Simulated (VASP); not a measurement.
OSZICAR of a VASP run on Ga35N36:

### OSZICAR
```
...
DAV:   1    -0.417358098772E+03   -0.67146E-02   -0.59197E+00   720   0.554E+00    0.442E-01
RMM:   2    -0.417364735203E+03   -0.66364E-02   -0.89551E-02   721   0.599E-01    0.565E-01
RMM:   3    -0.417365702798E+03   -0.96760E-03   -0.16961E-02   791   0.238E-01    0.197E-01
RMM:   4    -0.417365203708E+03    0.49909E-03   -0.21565E-03   723   0.970E-02    0.227E-01
RMM:   5    -0.417365351677E+03   -0.14797E-03   -0.24345E-03   729   0.798E-02    0.476E-01
RMM:   6    -0.417364592034E+03    0.75964E-03   -0.12768E-03   730   0.687E-02    0.147E-01
RMM:   7    -0.417364712490E+03   -0.12046E-03   -0.42638E-04   746   0.330E-02    0.119E-01
RMM:   8    -0.417364707816E+03    0.46738E-05   -0.99231E-05   618   0.220E-02
  10 F= -.41736471E+03 E0= -.41735061E+03  d E =-.133283E-01  mag=     1.0000
       N       E                     dE             d eps       ncg     rms          rms(c)
DAV:   1    -0.417364753446E+03   -0.40956E-04   -0.16750E-01   800   0.931E-01    0.816E-02
RMM:   2    -0.417364971982E+03   -0.21854E-03   -0.27518E-03   722   0.105E-01    0.119E-01
RMM:   3    -0.417364997631E+03   -0.25649E-04   -0.53209E-04   781   0.425E-02    0.384E-02
RMM:   4    -0.417364982317E+03    0.15314E-04   -0.73883E-05   585   0.176E-02    0.397E-02
RMM:   5    -0.417364998493E+03   -0.16175E-04   -0.85957E-05   602   0.150E-02    0.107E-01
RMM:   6    -0.417364958141E+03    0.40351E-04   -0.45741E-05   538   0.129E-02    0.120E-02
RMM:   7    -0.417364968214E+03   -0.10072E-04   -0.11238E-05   435   0.683E-03    0.280E-02
RMM:   8    -0.417364967626E+03    0.58762E-06   -0.30913E-06   385   0.392E-03
  11 F= -.41736497E+03 E0= -.41735087E+03  d E =-.135881E-01  mag=     1.0000
       N       E                     dE             d eps       ncg     rms          rms(c)
DAV:   1    -0.417366997627E+03   -0.20294E-02   -0.26187E+00   720   0.381E+00    0.277E-01
RMM:   2    -0.417370413744E+03   -0.34161E-02   -0.42532E-02   720   0.426E-01    0.131E-01
RMM:   3    -0.417370956729E+03   -0.54299E-03   -0.79336E-03   790   0.162E-01    0.126E-01
RMM:   4    -0.417370886059E+03    0.70670E-04   -0.93233E-04   775   0.611E-02    0.986E-02
RMM:   5    -0.417370736498E+03    0.14956E-03   -0.60314E-04   723   0.472E-02    0.570E-02
RMM:   6    -0.417370746693E+03   -0.10195E-04   -0.35129E-04   722   0.342E-02    0.434E-02
RMM:   7    -0.417370729485E+03    0.17208E-04   -0.41967E-05   534   0.144E-02    0.185E-02
RMM:   8    -0.417370730320E+03   -0.83575E-06   -0.10439E-04   657   0.153E-02    0.196E-02
RMM:   9    -0.417370727866E+03    0.24546E-05   -0.98083E-06   438   0.703E-03
  12 F= -.41737073E+03 E0= -.41735663E+03  d E =-.576024E-02  mag=     1.0000
       N       E                     dE             d eps       ncg     rms          rms(c)
DAV:   1    -0.417370731191E+03   -0.87057E-06   -0.89371E-03   864   0.222E-01    0.214E-02
RMM:   2    -0.417370744737E+03   -0.13546E-04   -0.15327E-04   695   0.252E-02    0.385E-02
RMM:   3    -0.417370744891E+03   -0.15464E-06   -0.27978E-05   482   0.103E-02    0.109E-02
RMM:   4    -0.417370745210E+03   -0.31834E-06   -0.63298E-06   414   0.482E-03
  13 F= -.41737075E+03 E0= -.41735664E+03  d E =-.577758E-02  mag=     1.0000
       N       E                     dE             d eps       ncg     rms          rms(c)
DAV:   1    -0.417371761731E+03   -0.10168E-02   -0.87495E-01   720   0.216E+00    0.177E-01
RMM:   2    -0.417372801024E+03   -0.10393E-02   -0.14010E-02   720   0.241E-01    0.166E-01
RMM:   3    -0.417372979956E+03   -0.17893E-03   -0.27489E-03   793   0.951E-02    0.821E-02
RMM:   4    -0.417372894483E+03    0.85474E-04   -0.30954E-04   724   0.378E-02    0.708E-02
RMM:   5    -0.417372879458E+03    0.15025E-04   -0.29891E-04   709   0.297E-02    0.135E-01
RMM:   6    -0.417372824466E+03    0.54992E-04   -0.18490E-04   683   0.250E-02    0.474E-02
RMM:   7    -0.417372832190E+03   -0.77234E-05   -0.45708E-05   542   0.115E-02
  14 F= -.41737283E+03 E0= -.41735873E+03  d E =-.208698E-02  mag=     1.0000
       N       E                     dE             d eps       ncg     rms          rms(c)
DAV:   1    -0.417372826668E+03   -0.22021E-05   -0.10731E-03   760   0.763E-02    0.214E-02
RMM:   2    -0.417372836738E+03   -0.10070E-04   -0.78055E-05   586   0.159E-02    0.619E-02
RMM:   3    -0.417372828800E+03    0.79384E-05   -0.16435E-05   442   0.822E-03    0.173E-02
RMM:   4    -0.417372829775E+03   -0.97488E-06   -0.54135E-06   361   0.380E-03
  15 F= -.41737283E+03 E0= -.41735873E+03  d E =-.208457E-02  mag=     1.0000
       N       E                     dE             d eps       ncg     rms          rms(c)
DAV:   1    -0.417373414627E+03   -0.58583E-03   -0.59198E-01   720   0.167E+00    0.127E-01
RMM:   2    -0.417374062622E+03   -0.64800E-03   -0.85929E-03   720   0.180E-01    0.839E-02
RMM:   3    -0.417374177225E+03   -0.11460E-03   -0.17736E-03   797   0.715E-02    0.893E-02
RMM:   4    -0.417374136375E+03    0.40851E-04   -0.18034E-04   704   0.280E-02    0.416E-02
RMM:   5    -0.417374122650E+03    0.13725E-04   -0.23485E-04   691   0.261E-02    0.936E-02
RMM:   6    -0.417374097370E+03    0.25280E-04   -0.71317E-05   613   0.159E-02    0.205E-02
RMM:   7    -0.417374103310E+03   -0.59402E-05   -0.14893E-05   447   0.810E-03
  16 F= -.41737410E+03 E0= -.41736000E+03  d E =-.127354E-02  mag=     1.0000
       N       E                     dE             d eps       ncg     rms          rms(c)
DAV:   1    -0.417374097937E+03   -0.56727E-06   -0.79468E-03   824   0.193E-01    0.225E-02
RMM:   2    -0.417374110423E+03   -0.12486E-04   -0.14791E-04   693   0.235E-02    0.413E-02
RMM:   3    -0.417374110906E+03   -0.48260E-06   -0.32321E-05   469   0.103E-02    0.124E-02
RMM:   4    -0.417374110873E+03    0.32418E-07   -0.58237E-06   407   0.456E-03
  17 F= -.41737411E+03 E0= -.41736001E+03  d E =-.128110E-02  mag=     1.0000
       N       E                     dE             d eps       ncg     rms          rms(c)
DAV:   1    -0.417374045445E+03    0.65461E-04   -0.65913E-01   720   0.177E+00    0.133E-01
RMM:   2    -0.417374857152E+03   -0.81171E-03   -0.98694E-03   720   0.190E-01    0.878E-02
RMM:   3    -0.417375006824E+03   -0.14967E-03   -0.20011E-03   795   0.744E-02    0.811E-02
RMM:   4    -0.417374971652E+03    0.35172E-04   -0.19951E-04   703   0.287E-02    0.463E-02
RMM:   5    -0.417374946742E+03    0.24910E-04   -0.14382E-04   651   0.208E-02    0.558E-02
RMM:   6    -0.417374937299E+03    0.94422E-05   -0.11602E-04   655   0.179E-02    0.179E-02
RMM:   7    -0.417374937216E+03    0.83564E-07   -0.13045E-05   442   0.757E-03
  18 F= -.41737494E+03 E0= -.41736083E+03  d E =-.826342E-03  mag=     1.0000
       N       E                     dE             d eps       ncg     rms          rms(c)
DAV:   1    -0.417374936650E+03    0.64943E-06   -0.38463E-05   596   0.133E-02    0.245E-02
RMM:   2    -0.417374942532E+03   -0.58822E-05   -0.53392E-05   509   0.102E-02    0.689E-02
RMM:   3    -0.417374933960E+03    0.85717E-05   -0.17629E-05   407   0.749E-03    0.180E-02
RMM:   4    -0.417374935133E+03   -0.11727E-05   -0.58314E-06   293   0.360E-03
  19 F= -.41737494E+03 E0= -.41736083E+03  d E =-.824260E-03  mag=     1.0000
       N       E                     dE             d eps       ncg     rms          rms(c)
DAV:   1    -0.417374956128E+03   -0.22167E-04   -0.40977E-01   720   0.141E+00    0.113E-01
RMM:   2    -0.417375439931E+03   -0.48380E-03   -0.62849E-03   720   0.155E-01    0.103E-01
RMM:   3    -0.417375538772E+03   -0.98842E-04   -0.13301E-03   798   0.614E-02    0.544E-02
RMM:   4    -0.417375503411E+03    0.35362E-04   -0.13163E-04   677   0.236E-02    0.414E-02
RMM:   5    -0.417375510418E+03   -0.70071E-05   -0.16803E-04   672   0.214E-02    0.117E-01
RMM:   6    -0.417375468027E+03    0.42391E-04   -0.83105E-05   618   0.166E-02    0.185E-02
RMM:   7    -0.417375478098E+03   -0.10071E-04   -0.17515E-05   450   0.825E-03    0.353E-02
RMM:   8    -0.417375474415E+03    0.36822E-05   -0.73654E-06   427   0.541E-03
  20 F= -.41737547E+03 E0= -.41736137E+03  d E =-.539282E-03  mag=     1.0000
       N       E                     dE             d eps       ncg     rms          rms(c)
DAV:   1    -0.417375477508E+03    0.58934E-06   -0.23039E-03   848   0.105E-01    0.130E-02
RMM:   2    -0.417375480051E+03   -0.25427E-05   -0.39142E-05   474   0.117E-02    0.248E-02
RMM:   3    -0.417375479673E+03    0.37780E-06   -0.80552E-06   394   0.527E-03    0.545E-03
RMM:   4    -0.417375479898E+03   -0.22511E-06   -0.18878E-06   266   0.260E-03
  21 F= -.41737548E+03 E0= -.41736138E+03  d E =-.544765E-03  mag=     1.0000
       N       E                     dE             d eps       ncg     rms          rms(c)
DAV:   1    -0.417375548189E+03   -0.68516E-04   -0.21443E-01   720   0.102E+00    0.985E-02
RMM:   2    -0.417375821221E+03   -0.27303E-03   -0.35152E-03   720   0.114E-01    0.138E-01
RMM:   3    -0.417375858325E+03   -0.37105E-04   -0.71287E-04   767   0.461E-02    0.382E-02
RMM:   4    -0.417375851860E+03    0.64648E-05   -0.98655E-05   632   0.189E-02
  22 F= -.41737585E+03 E0= -.41736175E+03  d E =-.371962E-03  mag=     1.0000
       N       E                     dE             d eps       ncg     rms          rms(c)
DAV:   1    -0.417375844198E+03    0.14127E-04   -0.15622E-03   840   0.795E-02    0.691E-02
RMM:   2    -0.417375872480E+03   -0.28282E-04   -0.38569E-04   663   0.274E-02    0.183E-01
RMM:   3    -0.417375816439E+03    0.56041E-04   -0.13716E-04   586   0.204E-02    0.472E-02
RMM:   4    -0.417375831590E+03   -0.15151E-04   -0.69333E-05   538   0.112E-02    0.548E-02
RMM:   5    -0.417375825538E+03    0.60523E-05   -0.10938E-05   413   0.794E-03
  23 F= -.41737583E+03 E0= -.41736172E+03  d E =-.345640E-03  mag=     1.0000
```

Q: Which electronic solver shows in the log?

A: It is blocked Davidson (ALGO = Normal, or the opening steps of other solvers) and then RMM-DIIS (ALGO = Fast or VeryFast). The INCAR had ALGO = Fast.

Q: How was spin treated?

A: Collinear spin (ISPIN = 2): the summary line carries one mag value, 1.00 μB in the cell.

Q: Can the final energy be trusted as converged?

A: The run converged. It stopped with EDIFF = 1E-5, NELM = 100, NSW = 60 and EDIFFG = -0.03 after 23 ionic steps (PBE GGA, plane waves, VASP's PBE PAW potentials (set 64)).  The cell is charged, with a uniform compensating background. The supercell is sampled at Γ alone, which is coarse: total energies, pressure and levels can be off, energies of defects by several tenths of an eV.

The cell is a supercell with a defect, built from GaN (wurtzite): vac_Ga, charge -2. The total moment is imposed (NUPDOWN), so this need not be the lowest spin state.
